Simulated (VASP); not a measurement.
# NbTe2 under strain

Aim: follow the pressure of NbTe2 through compression, expansion and shear. All runs use LDA. Left out of this account: at least 1 further run (fields: a reference on another mesh). The start is a computed cell from the Materials Project.

Method: LDA; plane waves and PAW (Nb_sv, Te), in VASP 6.6.1.

### Step 1. Starting point

It takes space group P-3m1 (No. 164, trigonal). Conventional cell: a = 3.720 Å, b = 3.720 Å, c = 7.148 Å, α = 90.00°, β = 90.00°, γ = 120.00°. Nearest to Nb lie 6 Te at 2.81 Å. Te has 3 Nb at 2.81 Å nearest. Farther neighbours and most contacts between anions are not listed.

Structure file:

```
Nb Te
1.0
     3.72046    0.00000    0.00000
    -1.86023    3.22202    0.00000
     0.00000    0.00000    7.14827
Nb Te
1 2
Cartesian
  0.0000 0.0000 0.0000
  1.8602 1.0740 5.3300
  0.0000 2.1480 1.8183
```

### Step 2. Bands, cell as listed

The mesh alone shows little of the dispersion and can miss band extrema, so KPOINTS_OPT adds a path through the symmetry points after the self-consistent cycle. LDA, the lowest rung, knows the local density alone.

INCAR reads:

```
SYSTEM = NbTe2
PREC = Accurate
ENCUT = 400
EDIFF = 1E-06
NELM = 100
ISMEAR = -1
SIGMA = 0.05
LREAL = .FALSE.
ALGO = Normal
GGA = CA
NBANDS = 25
LASPH = .TRUE.
LORBIT = 11
LWAVE = .FALSE.
LCHARG = .FALSE.
KPAR = 4
```

POSCAR reads:

```
NbTe2
1.0
    3.7204640793      0.0000000000      0.0000000000
   -1.8602320397      3.2220164065      0.0000000000
    0.0000000000      0.0000000000      7.1482664684
Nb Te
1 2
Direct
    0.0000000000      0.0000000000      0.0000000000
    0.6666666700      0.3333333300      0.7456322300
    0.3333333300      0.6666666700      0.2543677700
```

KPOINTS reads:

```
Automatic mesh
0
Gamma
9 9 4
0 0 0
```

KPOINTS_OPT reads:

```
Line mode
16
Line-mode
Reciprocal
  0.00000000   0.00000000   0.00000000 GAMMA
  0.50000000   0.00000000   0.00000000 M

  0.50000000   0.00000000   0.00000000 M
  0.33333333   0.33333333   0.00000000 K

  0.33333333   0.33333333   0.00000000 K
  0.00000000   0.00000000   0.00000000 GAMMA

  0.00000000   0.00000000   0.00000000 GAMMA
  0.00000000   0.00000000   0.50000000 A

  0.00000000   0.00000000   0.50000000 A
  0.50000000   0.00000000   0.50000000 L

  0.50000000   0.00000000   0.50000000 L
  0.33333333   0.33333333   0.50000000 H

  0.33333333   0.33333333   0.50000000 H
  0.00000000   0.00000000   0.50000000 A

  0.50000000   0.00000000   0.50000000 L
  0.50000000   0.00000000   0.00000000 M

  0.33333333   0.33333333   0.00000000 K
  0.33333333   0.33333333   0.50000000 H
```

PAW data sets: Nb_sv and Te (LDA family, release 64).

On the command line:

```
$ mpirun -np 4 vasp_std
```

Log:

```text
[banner, memory and clock lines left out]
running    4 mpi-ranks, on    1 nodes
 distrk:  each k-point on    1 cores,    4 groups
 distr:  one band on    1 cores,    1 groups

 POSCAR found type information on POSCAR NbTe
 POSCAR found :  2 types and       3 ions
 LDA part: xc-table for (Slater(with rela. corr.)+CA(PZ))
 , standard interpolation
 POSCAR, INCAR and KPOINTS ok, starting setup
 FFT: planning ... GRIDC
 FFT: planning ... GRID_SOFT
 FFT: planning ... GRID
 WAVECAR not read
 entering main loop
       N       E                     dE             d eps       ncg     rms          rms(c)
DAV:   1     0.147122421830E+03    0.14712E+03   -0.94033E+03  2206   0.709E+02
DAV:   2    -0.114781027485E+02   -0.15860E+03   -0.15254E+03  2969   0.240E+02
DAV:   3    -0.204962990476E+02   -0.90182E+01   -0.88719E+01  3300   0.477E+01
DAV:   4    -0.209445703664E+02   -0.44827E+00   -0.44666E+00  3154   0.109E+01
DAV:   5    -0.209560644199E+02   -0.11494E-01   -0.11490E-01  3152   0.168E+00    0.973E+00
DAV:   6    -0.203636803578E+02    0.59238E+00   -0.56346E+00  3226   0.112E+01    0.620E+00
DAV:   7    -0.201111344297E+02    0.25255E+00   -0.17886E+00  3033   0.586E+00    0.299E+00
DAV:   8    -0.200597161354E+02    0.51418E-01   -0.16078E-01  3522   0.239E+00    0.549E-01
DAV:   9    -0.200587001874E+02    0.10159E-02   -0.85232E-03  2612   0.538E-01    0.336E-01
DAV:  10    -0.200585395571E+02    0.16063E-03   -0.70677E-04  3512   0.189E-01    0.128E-01
DAV:  11    -0.200585112717E+02    0.28285E-04   -0.10569E-04  3039   0.735E-02    0.368E-02
DAV:  12    -0.200585122324E+02   -0.96071E-06   -0.21906E-05  3048   0.227E-02    0.146E-02
DAV:  13    -0.200585122311E+02    0.13360E-08   -0.90899E-07  1843   0.551E-03
   1 F= -.20058512E+02 E0= -.20048835E+02  d E =-.193554E-01
 Start KPOINTS_OPT (optional k-point list driver)
k-point batch [1-43\144]
       N       E                     dE             ncg
DAV:   1    -0.216627047484E+04   -0.26001E+05     2278
DAV:   2    -0.856423740050E+04   -0.63980E+04     2956
DAV:   3    -0.893551080332E+04   -0.37127E+03     3284
DAV:   4    -0.895176736076E+04   -0.16257E+02     3009
DAV:   5    -0.895225584193E+04   -0.48848E+00     3102
DAV:   6    -0.895226460243E+04   -0.87605E-02     3137
DAV:   7    -0.895226478944E+04   -0.18702E-03     3034
DAV:   8    -0.895226479216E+04   -0.27141E-05     2391
DAV:   9    -0.895226479242E+04   -0.26068E-06     2036
[...]
k-point batch [130-144\144]
       N       E                     dE             ncg
DAV:   1     0.145683784903E+05   -0.13045E+05      854
DAV:   2     0.126739107008E+05   -0.18945E+04     1033
DAV:   3     0.125757950013E+05   -0.98116E+02     1028
DAV:   4     0.125690219949E+05   -0.67730E+01     1180
DAV:   5     0.125689363728E+05   -0.85622E-01     1003
DAV:   6     0.125689333426E+05   -0.30301E-02     1148
DAV:   7     0.125689333143E+05   -0.28355E-04     1003
DAV:   8     0.125689333135E+05   -0.79747E-06      907
```

Wall time 36 s (4 MPI ranks of Intel Xeon Platinum 8488C (Sapphire Rapids), shared host); peak memory 0.85 GiB; 2.1 min of CPU time.

The logs omit lines about the potential files and the build; timing stands in the text.

Parts of OUTCAR (step 2):

```text
ion  position               nearest neighbor table
   1  0.000  0.000  0.000-   2 2.81   3 2.81   3 2.81   2 2.81   2 2.81   3 2.81
   2  0.667  0.333  0.746-   1 2.81   1 2.81   1 2.81
   3  0.333  0.667  0.254-   1 2.81   1 2.81   1 2.81

  LATTYP: Found a hexagonal cell.
 ALAT       =     3.7204640793
 C/A-ratio  =     1.9213373160

 Subroutine GETGRP returns: Found 12 space group operations
 (whereof 12 operations were pure point group operations)

The static configuration has the point symmetry D_3d.

 Found     43 irreducible k-points:

   k-points           NKPTS =     43   k-points in BZ     NKDIM =     43   number of bands    NBANDS=     25

   dimension x,y,z NGX =    24 NGY =   24 NGZ =   48
   dimension x,y,z NGXF=    48 NGYF=   48 NGZF=   96

   ENCUT  =  400.0 eV  29.40 Ry    5.42 a.u.   6.07  6.07 11.66*2*pi/ulx,y,z

   NELECT =      25.0000    total number of electrons

 k-points in reciprocal lattice and weights: Automatic mesh
   0.00000000  0.00000000  0.00000000       0.003
   0.11111111 -0.00000000  0.00000000       0.019
   0.22222222  0.00000000  0.00000000       0.019
   0.33333333  0.00000000  0.00000000       0.019
   0.44444444  0.00000000  0.00000000       0.019
   0.11111111  0.11111111  0.00000000       0.019
   0.22222222  0.11111111  0.00000000       0.037
   0.33333333  0.11111111  0.00000000       0.037
   0.44444444  0.11111111  0.00000000       0.019
[...]
0.33333333  0.22222222  0.50000000       0.037
   0.33333333  0.33333333  0.50000000       0.006

 average (electrostatic) potential at core
       1 -82.1231       2 -88.1657       3 -88.1657

 E-fermi :   6.9024

 k-point     1 :       0.0000    0.0000    0.0000
  band No.  band energies     occupation
    ...
      9       4.7134      2.00000
     10       6.2567      2.00000
     11       6.4379      1.99982
     12       6.8906      1.11698
     13       6.8906      1.11698
     14       7.8492      0.00000
     15       7.8492      0.00000
     16      10.3845      0.00000
     17      10.3845      0.00000
     18      11.9605      0.00000
    ...

 k-point     2 :       0.1111   -0.0000    0.0000
  band No.  band energies     occupation
    ...
      9       4.7671      2.00000
     10       5.9859      2.00000
     11       6.4020      1.99991
     12       6.5145      1.99915
     13       6.5829      1.99665
     14       7.6770      0.00000
     15       8.1087      0.00000
     16       9.8207      0.00000
     17      10.2848      0.00000
     18      12.5871      0.00000
    ...

 k-point     3 :       0.2222    0.0000    0.0000
  band No.  band energies     occupation
    ...
      9       4.3882      2.00000
     10       4.8161      2.00000
     11       6.0733      2.00000
     12       6.0804      2.00000
     13       6.3882      1.99993
     14       7.7151      0.00000
     15       8.2341      0.00000
     16       9.8466      0.00000
     17      10.2984      0.00000
     18      12.8712      0.00000
    ...

  Total       -2.9346904     -2.9346904     -2.3916099      0.0000000     -0.0000000      0.0000000
  in kB      -54.8715561    -54.8715561    -44.7172740      0.0000000     -0.0000000      0.0000000
  external PRESSURE =     -51.4867954 kB  Pullay stress =       0.0000000 kB

  energy-cutoff  :      400.00
  volume of cell :       85.69
      direct lattice vectors                 reciprocal lattice vectors
     3.720464079  0.000000000  0.000000000     0.268783673  0.155182326  0.000000000
    -1.860232040  3.222016406  0.000000000     0.000000000  0.310364652  0.000000000
     0.000000000  0.000000000  7.148266468     0.000000000  0.000000000  0.139894057

 POSITION                                       TOTAL-FORCE (eV/Angst)
 -----------------------------------------------------------------------------------
      0.00000      0.00000      0.00000         0.000000      0.000000     -0.000000
      1.86023      1.07401      5.32998        -0.000000     -0.000000      0.300079
     -0.00000      2.14801      1.81829         0.000000      0.000000     -0.300079
 -----------------------------------------------------------------------------------
    total drift:                                0.000000      0.000000      0.000000

  FREE ENERGIE OF THE ION-ELECTRON SYSTEM (eV)
  ---------------------------------------------------
  free  energy   TOTEN  =       -20.0585122311 eV

  energy  without entropy=      -20.0391568302  energy(sigma->0) =      -20.04883453

 total charge
# of ion       s       p       d       tot
------------------------------------------
    1        2.148   5.995   2.437  10.580
    2        1.389   1.980   0.051   3.420
    3        1.389   1.980   0.051   3.420
--------------------------------------------------
tot          4.926   9.954   2.539  17.420

[... 3 further parts left out ...]
```

This run has no spin polarisation. Its electron count is odd, so without a moment it is a metal by construction. The k-mesh is coarse for a metal. Spin-orbit coupling is off here; it can split and shift levels that hold much weight on Nb and Te by tenths of an eV or more. At this level the cell is under a tension of 5.1 GPa, so at these settings it is away from equilibrium.

Numbers from this step:

| Quantity | Value |
| --- | --- |
| SCF cycles | 13 |
| electrons | 25 |
| bands | 25 |
| irreducible k-points | 43 |
| symmetry operations | 12 |
| free energy (TOTEN) | -20.06 eV |
| energy at zero smearing | -20.05 eV |
| Fermi energy | 6.902 eV |
| pressure | -5.149 GPa |
| metallic, judged on the points sampled | yes |

The electronic bands at the labelled points (eV, zero at the Fermi level; # counts the bands kept in this run, so #1 is VASP's band 7):

| point | #3 | #4 | #5 | #6 | #7 | #8 | #9 | #10 |
| --- | --- | --- | --- | --- | --- | --- | --- | --- |
| Γ | -2.19 | -0.65 | -0.46 | -0.01 | -0.01 | 0.95 | 0.95 | 3.48 |
| 0.53 of the way | -3.14 | -2.12 | -1.20 | -0.90 | -0.57 | 0.95 | 1.31 | 3.18 |
| M | -3.14 | -2.51 | -2.41 | -0.88 | -0.75 | 1.32 | 1.77 | 2.81 |
| 0.53 of the way | -3.00 | -2.85 | -2.71 | -2.27 | 0.44 | 1.39 | 1.57 | 2.50 |
| K | -4.11 | -2.67 | -2.66 | -2.66 | 1.04 | 1.31 | 1.31 | 2.53 |
| 0.47 of the way | -3.46 | -2.25 | -2.24 | -1.19 | -0.04 | 1.09 | 1.40 | 2.32 |
| Γ | -2.19 | -0.65 | -0.46 | -0.01 | -0.01 | 0.95 | 0.95 | 3.48 |
| 0.53 of the way | -2.18 | -2.00 | -0.01 | -0.01 | 0.25 | 0.87 | 0.87 | 3.63 |
| A | -2.17 | -2.17 | -0.02 | -0.02 | 0.43 | 0.80 | 0.80 | 3.74 |
| 0.47 of the way | -2.67 | -2.12 | -1.77 | -0.82 | -0.26 | 1.44 | 1.45 | 2.31 |
| L | -3.23 | -2.51 | -1.46 | -1.12 | -0.61 | 1.32 | 1.83 | 3.18 |
| 0.53 of the way | -3.13 | -2.90 | -2.43 | -1.87 | -0.02 | 1.23 | 1.54 | 2.61 |
| H | -4.10 | -3.14 | -2.49 | -2.49 | 0.75 | 0.75 | 1.05 | 3.45 |
| 0.47 of the way | -3.01 | -2.32 | -2.10 | -1.57 | 0.31 | 0.63 | 1.80 | 2.25 |
| A | -2.17 | -2.17 | -0.02 | -0.02 | 0.43 | 0.80 | 0.80 | 3.74 |
| jump to L | -3.23 | -2.51 | -1.46 | -1.12 | -0.61 | 1.32 | 1.83 | 3.18 |
| 0.47 of the way | -3.18 | -2.47 | -2.00 | -0.86 | -0.73 | 1.32 | 1.81 | 3.10 |
| M | -3.14 | -2.51 | -2.41 | -0.88 | -0.75 | 1.32 | 1.77 | 2.81 |
| jump to K | -4.11 | -2.67 | -2.66 | -2.66 | 1.04 | 1.31 | 1.31 | 2.53 |
| 0.47 of the way | -4.13 | -2.87 | -2.58 | -2.58 | 1.02 | 1.02 | 1.05 | 2.95 |
| H | -4.10 | -3.14 | -2.49 | -2.49 | 0.75 | 0.75 | 1.05 | 3.45 |

Of the projections kept (Nb, Te), the largest for each band there, as a share of the weight inside these atoms' spheres; weight between the spheres isn't counted:

| point | #3 | #4 | #5 | #6 | #7 | #8 | #9 | #10 |
| --- | --- | --- | --- | --- | --- | --- | --- | --- |
| Γ | Nb 0.63 | Te 0.97 | Nb 0.88 | Nb 0.95 | Nb 0.95 | Te 0.99 | Te 0.99 | Te 0.58 |
| M | Te 0.52 | Te 0.92 | Nb 0.53 | Te 0.95 | Nb 0.76 | Nb 1.00 | Nb 0.94 | Nb 0.81 |
| K | Te 0.69 | Te 0.92 | Te 0.67 | Te 0.67 | Nb 0.95 | Nb 0.79 | Nb 0.79 | Nb 0.80 |
| Γ | Nb 0.63 | Te 0.97 | Nb 0.88 | Nb 0.95 | Nb 0.95 | Te 0.99 | Te 0.99 | Te 0.58 |
| A | Nb 0.64 | Nb 0.64 | Nb 0.95 | Nb 0.95 | Nb 0.77 | Te 0.99 | Te 0.99 | Te 0.58 |
| L | Te 0.57 | Nb 0.51 | Te 0.93 | Nb 0.84 | Te 0.95 | Nb 1.00 | Nb 0.95 | Nb 0.61 |

Force by atom:

| atom | x (eV/Å) | y (eV/Å) | z (eV/Å) | size |
| --- | --- | --- | --- | --- |
| Nb1 | 0.000 | 0.000 | 0.000 | 0.000 |
| Te2 | 0.000 | 0.000 | 0.300 | 0.300 |
| Te3 | 0.000 | 0.000 | -0.300 | 0.300 |

There is no gap at this level.

(Continued in part 2 of 4.)

[Lines on the potential files, build, host, timing and source positions are cut from VASP's logs without a mark.]

[Logs are printed without paths, hosts, clocks, repeated set-up lines and the standing remarks that a program may print on its own settings, such as how far it seeks lower states.]

[Hosts, paths, dates, database ids (printed as entryN), source tags and the programs' standing remarks are cut or masked in the printed files.]

[A measured line is paired with the nearest computed mode of its activity, which favours agreement.]

[In band tables of VASP the shares of atoms and orbitals are scaled to a sum of 1 inside the atoms' spheres.]
